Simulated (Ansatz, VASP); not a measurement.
# WC (Qusongite): VASP beside Ansatz, part 2 of 2

Aim: how closely do two programs agree when they are given the same cell, functional and k mesh? The cell is taken from a series of VASP runs on this material, whose earlier steps may have relaxed, scaled or displaced it; both programs get it as it stands.

VASP 6.6.1 and Ansatz 0.2.0.

So far: Starting point; VASP: relaxation of cell and atoms, HSE06.

### Step 3. Ansatz: relaxation of cell and atoms, HSE06

Level of this step: Ansatz beside VASP: Kohn-Sham DFT, plane waves, HSE06 (Ansatz).

Ansatz runs on its default PAW (the set named soft_2) files.

The same cell, functional, mesh and smearing now go to Ansatz, which takes its cutoff from its data sets.

File input.yaml:

```yaml
crystal:
  lattice:
    - [2.9065, 0.0, 0.0]
    - [-1.45325, 2.5171028361, 0.0]
    - [0.0, 0.0, 2.8366]
  atoms:
    - { symbol: W, position: [0.0, 0.0, 0.0] }
    - { symbol: C, position: [0.6666666667, 0.3333333333, 0.5] }
hamiltonian:
  xc: { exchange: pbe, correlation: pbe, exx: { coeff: 0.25, omega: 0.2 } }
  pseudopotentials: { kind: paw }
kpoints:
  mp_grid: { grid: [6, 6, 5] }
scf:
  occupations: { method: gaussian, width: 0.03 }
relax:
  f_tol: 0.01
  max_steps: 60
  cell: { stress_tol: 0.05 }
output:
  forces: true
  stress: true
  write_density: true
  write_potential: true
  elf: true
  volumetric_format: npy
```

On the command line:

```console
ansatz run input.yaml --threads 4 --pin off --max-ram 9216MiB --backend cpu --events-out ev --progress --plain --runs-dir out
```

Numbers of over 12 decimals in the logs are rounded to 6 here.

The program printed:

```text
Engine: ansatz 0.2.0, aarch64-unknown-linux-gnu
Pseudopotentials: kind: paw
Pseudopotential: W, paw, valence charge 14, recommended cutoff 420 eV (normal), W.paw.azcp
Pseudopotential: C, paw, valence charge 4, recommended cutoff 420 eV (normal), C.paw.azcp
Functional definition: unnamed
  parameter a_1 = 0.25
  parameter omega_1 = 0.2/angstrom
  exchange = pbe_x + (-a_1)*pbe_x_sr(omega_1) + a_1*exact_x_sr(omega_1)
  correlation = pbe_c
Crystal: 2 atoms, lattice volume = 20.752 Å³
Basis set: ecut = 420 eV, 405 PW (Γ), exchange–correlation on 40×40×40 points (8 copies of the dense FFT grid, shifted against one another)
Bands: 13, of which v1, the nominal top of the filled ones, is band 9 counted from 1 (8 counted from 0)
Symmetry: 12 space group operations
Space group: P-6m2 (ITA 187), of the structure as read, at distance tolerance 2.7e-5 Å
k-points: 21 of 180 (time reversal used)
Non-local potential: W, projectors of the file, l = 0: 3, l = 1: 2, l = 2: 2, l = 3: 1
Non-local potential: C, projectors of the file, l = 0: 2, l = 1: 2, l = 2: 1
PAW form: soft (Blöchl's): semilocal exchange-correlation on the pseudo side does not see the compensation charge
PAW frozen core: W, regenerated for the run's functional, and the local potential with it (the file was generated under x = pbe(κ = 0.804, μ = 0.219515), c = pbe(β = 0.066725))
PAW frozen core: C, regenerated for the run's functional, and the local potential with it (the file was generated under x = pbe(κ = 0.804, μ = 0.219515), c = pbe(β = 0.066725))
PAW one-centre angular grid: W, 590 points (default); XC on 64 Gauss nodes
PAW one-centre angular grid: C, 110 points (default); XC on 64 Gauss nodes
Initial density: superposition of atomic densities (neutral atoms: chi_scale 0, normalization atom), corrected by the library's trained network
Initial wavefunctions: pseudopotential atomic-orbital guess
Functional: x = pbe(κ = 0.804, μ = 0.219515), c = pbe(β = 0.066725), warm-up for x = pbe(κ = 0.804, μ = 0.219515) + 0.25 (exact − pbe) at short range (hse, ω = 0.2 Å⁻¹), c = pbe(β = 0.066725)
SCF iter   1: F=—  HF=-10636.040613 eV  |F-HF|=—  |Δ(HF+E_count)|=         —  Δρ=9.40e-3  dr2=1.34e-2  ethr=1.77e-3  ⟨swp⟩=4.8  Hψ=1052  notcnv=0
preconditioner: auto → none  [insulator: Δε(μ)=0.226 eV  Ē_g=10.153 eV  σ=0.030 eV  W_gap=0.83  n_scr=8 (ndim 8)  ℏωp=25.8 eV  f_vac=0.000  D(μ)=1.57/eV (n_scr^D=20)]
SCF iter   2: F=—  HF=-10636.039902 eV  |F-HF|=—  |Δ(HF+E_count)|=   7.11e-4  Δρ=4.17e-3  dr2=1.95e-3  ethr=7.43e-5  ⟨swp⟩=2.7  Hψ=573  notcnv=0
iter 3 solved again at ethr=1.13e-7 eV; its pass at ethr=1.08e-5 eV (dr2=2.03e-5 eV) is discarded
SCF iter   3: F=—  HF=-10636.040434 eV  |F-HF|=—  |Δ(HF+E_count)|=   5.32e-4  Δρ=6.80e-4  dr2=2.09e-5  ethr=1.13e-7  ⟨swp⟩=3.0  Hψ=1192  notcnv=0
SCF iter   4: F=—  HF=-10636.040461 eV  |F-HF|=—  |Δ(HF+E_count)|=   2.65e-5  Δρ=7.15e-5  dr2=5.72e-7  ethr=1.13e-7  ⟨swp⟩=2.1  Hψ=465  notcnv=0
SCF iter   5: F=—  HF=-10636.040461 eV  |F-HF|=—  |Δ(HF+E_count)|=   1.87e-7  Δρ=1.31e-5  dr2=2.15e-8  ethr=3.18e-9  ⟨swp⟩=3.0  Hψ=532  notcnv=0
SCF iter   6: F=—  HF=-10636.040461 eV  |F-HF|=—  |Δ(HF+E_count)|=   3.18e-9  Δρ=2.11e-6  dr2=8.37e-10  ethr=1.19e-10  ⟨swp⟩=3.0  Hψ=543  notcnv=0
SCF iter   7: F=—  HF=-10636.040461 eV  |F-HF|=—  |Δ(HF+E_count)|=  1.87e-10  Δρ=6.07e-7  dr2=6.94e-11  ethr=4.65e-12  ⟨swp⟩=3.0  Hψ=514  notcnv=0
SCF iter   8: F=-10636.040461 eV  HF=-10636.040461 eV  |F-HF|=3.64e-12  |Δ(HF+E_count)|=  1.27e-11  Δρ=4.32e-8  dr2=1.95e-13  ethr=1.00e-12  ⟨swp⟩=2.2  Hψ=468  notcnv=0
SCF 1 converged in 8 iterations: F = -10636.040461 eV  dr2 = 1.95e-13
  greatest PAW one-centre occupation: 0.999 electrons in one spin orbital (limit 2), on the W atom at site 0 (counted from 0), in its partial waves of l = 0
Initial density: handed on by an earlier stage of this run
Initial wavefunctions: those handed on with the density
Functional: x = pbe(κ = 0.804, μ = 0.219515) + 0.25 (exact − pbe) at short range (hse, ω = 0.2 Å⁻¹), c = pbe(β = 0.066725)
Exchange kernel: α = 0.2500, screened, ω = 0.2000 Å⁻¹, Wigner–Seitz truncation, v(0) = 1110.0657 eV·Å³, q-mesh 6×6×5, nearest image of the exchange supercell L = 14.18 Å, pair-density grid 15×15×15, without the augmentation charges, whose exchange is taken in its separable form by FFT convolution over the k-point mesh (sized by the pseudopotential files, 18×18×20 at the most), smooth part of the exact exchange by density-matrix convolution
Frozen-core exchange: fock
iter 1 solved again at ethr=9.08e-5 eV; its pass at ethr=1.00e-1 eV (dr2=1.63e-2 eV) is discarded
SCF iter   1: F=—  HF=-10637.066186 eV  |F-HF|=—  |Δ(HF+E_count)|=         —  Δρ=9.31e-3  dr2=1.74e-2  ethr=9.08e-5  ⟨swp⟩=3.8  Hψ=1237  notcnv=0
preconditioner: auto → none  [insulator: Δε(μ)=0.581 eV  Ē_g=11.724 eV  σ=0.030 eV  W_gap=0.83  n_scr=8 (ndim 8)  ℏωp=25.8 eV  f_vac=0.000  D(μ)=1.58/eV (n_scr^D=20)]
SCF iter   2: F=—  HF=-10637.062191 eV  |F-HF|=—  |Δ(HF+E_count)|=   3.99e-3  Δρ=4.12e-3  dr2=2.36e-3  ethr=9.08e-5  ⟨swp⟩=3.0  Hψ=672  notcnv=0
SCF iter   3: F=—  HF=-10637.061358 eV  |F-HF|=—  |Δ(HF+E_count)|=   8.33e-4  Δρ=1.43e-3  dr2=4.27e-4  ethr=1.28e-5  ⟨swp⟩=3.0  Hψ=581  notcnv=0
[...]
Residual-converged pass: ⟨swp⟩=4.4  Hψ=766  notcnv=0  max |occ|·‖R‖ = 9.9e-9 eV (tolerance 1.0e-8 eV)  dr2=6.62e-12  dr2_onsite=4.22e-13  max |Δocc| = 1.2e-10
hybrid outer 2: dexx = +1.237e-7 eV, tail = 2.80e-9 eV, Δε = 1.42e-3 eV (about 2.93e-5 eV left of the loop's levels)
Exchange kernel: α = 0.2500, screened, ω = 0.2000 Å⁻¹, Wigner–Seitz truncation, v(0) = 1110.0657 eV·Å³, q-mesh 6×6×5, nearest image of the exchange supercell L = 14.18 Å, pair-density grid 15×15×15, without the augmentation charges, whose exchange is taken in its separable form by FFT convolution over the k-point mesh (sized by the pseudopotential files, 18×18×20 at the most), smooth part of the exact exchange by density-matrix convolution
Frozen-core exchange: fock
SCF iter   1: F=—  HF=-10637.061256 eV  |F-HF|=—  |Δ(HF+E_count)|=         —  Δρ=1.59e-6  dr2=2.28e-10  ethr=7.78e-11  ⟨swp⟩=5.1  Hψ=837  notcnv=0
SCF iter   2: F=—  HF=-10637.061256 eV  |F-HF|=—  |Δ(HF+E_count)|=  7.28e-11  Δρ=6.15e-7  dr2=2.56e-11  ethr=1.25e-12  ⟨swp⟩=3.0  Hψ=543  notcnv=0
SCF iter   3: F=-10637.061256 eV  HF=-10637.061256 eV  |F-HF|=0.00e0  |Δ(HF+E_count)|=  1.09e-11  Δρ=1.83e-7  dr2=1.84e-12  ethr=1.00e-12  ⟨swp⟩=2.0  Hψ=462  notcnv=0
SCF 4 converged in 3 iterations: F = -10637.061256 eV  dr2 = 1.84e-12
  Residual-converged pass: ⟨swp⟩=4.0  Hψ=791  notcnv=0  max |occ|·‖R‖ = 1.0e-8 eV (tolerance 1.0e-8 eV)  dr2=1.83e-12  dr2_onsite=2.33e-13  max |Δocc| = 4.6e-15
hybrid outer 3: dexx = +5.348e-11 eV, tail = 5.63e-12 eV, Δε = 3.32e-5 eV (about 1.61e-6 eV left of the loop's levels), ΔF = 2.22e-16 eV/Å (tail 7.91e-17)
relax step   1: F+E_penalty+E_count = -10637.06125570 eV  Δ(F+E_penalty+E_count) = +0.000e0 eV  max|allowed force component| = 4.510e-17 eV/Å  Δτ_max = 0.0000 Å  P = -3.696 GPa  Ω = 20.752 Å³  (22 SCF iters, accepted)
[...]
relax step   2: F+E_penalty+E_count = -10637.05909834 eV  Δ(F+E_penalty+E_count) = +2.157e-3 eV  max|allowed force component| = 1.527e-16 eV/Å  Δτ_max = 0.0000 Å  P = +1.618 GPa  Ω = 20.534 Å³  energy of the carried Pulay correction = +3.691e-4 eV  (13 SCF iters, rejected (line search))
[...]
relax step   3: F+E_penalty+E_count = -10637.06454818 eV  Δ(F+E_penalty+E_count) = -3.292e-3 eV  max|allowed force component| = 9.714e-17 eV/Å  Δτ_max = 0.0000 Å  P = -0.128 GPa  Ω = 20.588 Å³  energy of the carried Pulay correction = +2.787e-4 eV  (13 SCF iters, accepted)
[...]
relax step   4: F+E_penalty+E_count = -10637.06456129 eV  Δ(F+E_penalty+E_count) = -1.310e-5 eV  max|allowed force component| = 1.665e-16 eV/Å  Δτ_max = 0.0000 Å  P = +0.003 GPa  Ω = 20.582 Å³  energy of the carried Pulay correction = +2.890e-4 eV  (10 SCF iters, accepted)
[...]
relax step   5: F+E_penalty+E_count = -10637.06428149 eV  Δ(F+E_penalty+E_count) = +2.798e-4 eV  max|allowed force component| = 1.388e-16 eV/Å  Δτ_max = 0.0000 Å  P = -0.008 GPa  Ω = 20.582 Å³  stress off target by 1.27e-2 GPa  SCF on the basis re-selected at this cell (its energy is not comparable with the rows above)  (7 SCF iters)
basis re-selected at this cell: Δ(F+E_penalty+E_count) = +2.798e-4 eV, ΔP = -0.011 GPa vs the last step (what re-selecting the basis moved, of the pressure what is left beyond the Pulay correction that the steps carried, after the strain that the cell walked since its last selection, with what the two solves' SCF thresholds leave and, on support functions, any second-order correction that the steps lacked; it is no m [...]
hybrid SCF converged: 2 outer / 7 inner (+0 warm-up), last move |dexx| = 1.18e-12 eV, tail = 6.76e-12 eV
Stability not checked: this state was not tested for a lower state beside it, because the functional holds exact exchange (a hybrid, or Hartree-Fock), whose exchange loop this test does not read (fock_operator; see scf.lower_state_search)
Free energy (F): -10637.064281 eV
Frozen-core exchange: fock
Harris-Foulkes:  -10637.064281 eV  (|F-HF|=3.64e-12)
Internal energy: -10637.063575 eV  (E = F + TS)
E sigma→0 (E₀):  -10637.063928 eV
Entropy (-TS):   -0.000707 eV (-0.353 meV/atom)
Fermi energy:    21.075049 eV
--- Per-component energies (eV) ---
  E_band       = -90.087719
  E_kinetic    = 540.982585
  E_local      = -652.036374  (includes V_loc(G=0)·N_el)
  E_nonlocal   = 25.616157
  E_hartree    = 230.212082
  E_xc         = -252.283926
  E_vxc        = -238.717611  (∫ρ·V_xc dr)
  E_exx        = -49.941565  (= α·E_x^exact, valence–valence)
  E_paw        = -8675.623834  (= ΣΔE_a)
  E_vpaw       = -126.473420  (= ΣTr[D̂ρ^β])
  E_aug_tail   = -0.000060  (compensation charges beyond the density's cutoff)
  E_ewald      = -1801.048801
  E_core_change = -2.939837  (= ΣΔE_core)
  E_smearing   = -0.000707  (= −TS)
  E_closure    = -0.000000  (closes the sum)
  Σ components = -10637.064281   (vs F -10637.064281, Δ=0.00e0)
--- Forces (eV/Å), atoms counted from 1 ---
  atom   1  W     -0.00000000     0.00000000     0.00000000
  atom   2  C     -0.00000000     0.00000000    -0.00000000
  max |Σ_I F_I| component: 3.15e-16 eV/Å
--- Stress (GPa, compression-positive) ---
       -0.005391       0.000000      -0.000000
        0.000000      -0.005391       0.000000
       -0.000000       0.000000      -0.012693
  P = ⅓ Tr σ = -0.0078 GPa (-0.078 kbar)
--- Band table (eV; the first three rows and the last of 21) ---
  k-point 0: bands = [... 5 lower, 15.5953, 16.6161, 16.6161, 20.6160, 24.5564, 24.5564]
  k-point 1: bands = [... 5 lower, 14.7025, 17.1072, 17.1072, 21.2003, 22.1537, 22.1537]
  k-point 2: bands = [... 5 lower, 11.7511, 18.0026, 18.0026, 20.2165, 20.2165, 24.2113]
  k-point 20: bands = [... 5 lower, 12.5444, 14.4527, 17.8204, 19.5818, 25.3230, 27.9912]
  guard bands above this table: 2 of the run's 13 bands. The solve was not asked for them (output.publish_guard_bands: true or output.eigenvalues: true publishes all)
--- Relaxed structure (4 steps of the walk, 3 accepted, 1 SCFs on fresh bases) ---
  F+E_penalty+E_count = -10637.06428149 eV   max|allowed force component| = 1.388e-16 eV/Å   (the final SCF, on the basis selected at the relaxed cell)
  cell:  # Å, volume = 20.5821 Å³
    - [2.903339, -3.5090592545132467e-19, 0]
    - [-1.451670, 2.514366, 0]
    - [0, 0, 2.819448]
  atoms:
    - { symbol: W, position: [-3.7007434155248937e-17, 0, 0.0] }
    - { symbol: C, position: [0.666667, 0.333333, 0.500000] }
```

It took 17 s on 4 threads of Arm Neoverse V2, shared host; peak memory 0.73 GiB; 57 s of CPU time.

### Step 4. Differences

Known differences besides the potentials themselves: exact exchange at q = 0 is treated differently, which shows on coarse meshes; VASP keeps PBE cores, Ansatz makes them for the functional; both relaxations stop at a tolerance, which leaves soft axes loose, and VASP keeps its plane-wave basis; the data sets hold 18 valence electrons in Ansatz (default PAW (the set named soft_2) files) and 10 in VASP; the cutoff is 420 eV in Ansatz and 520 eV in VASP; Ansatz adds a Pulay correction to the stress that steers its cell, VASP none; VASP takes a coarser grid for exact exchange (PRECFOCK = Fast). Total energies have different zeros and are not compared.

Both answers:

```csv
quantity,Ansatz,VASP,difference
volume (Å³),20.58,20.44,+0.72 %
"edge a after relaxation, in the typed setting (Å)",2.903,2.896,+0.26 %
"edge c after relaxation, in the typed setting (Å)",2.819,2.814,+0.20 %
```

VASP's last cycles still show a density residual of 4e-03, so its state may not be settled. The walks stopped with -0.01 GPa left in Ansatz and -0.04 GPa in VASP; each walk ends within a tolerance, so the volume difference is uncertain by about these residues over the bulk modulus, most in soft cells.

### Step 5. Outcome

* difference in volume (relaxation of cell and atoms, HSE06): 0.72 %

The difference in volume is 0.72 % (relaxation of cell and atoms, HSE06), within the 1.2 % picked in this series as the mark of a large difference, as far as the stopping tolerances let one tell. How closely two codes agree says nothing of how well the functional describes the real material.

[Lines on the potential files, build, host, timing and source positions are cut from VASP's logs without a mark.]

[Logs are printed without paths, hosts, clocks, repeated set-up lines and the standing remarks that a program may print on its own settings, such as how far it seeks lower states.]

[Hosts, paths, dates, database ids (printed as entryN), source tags and the programs' standing remarks are cut or masked in the printed files.]
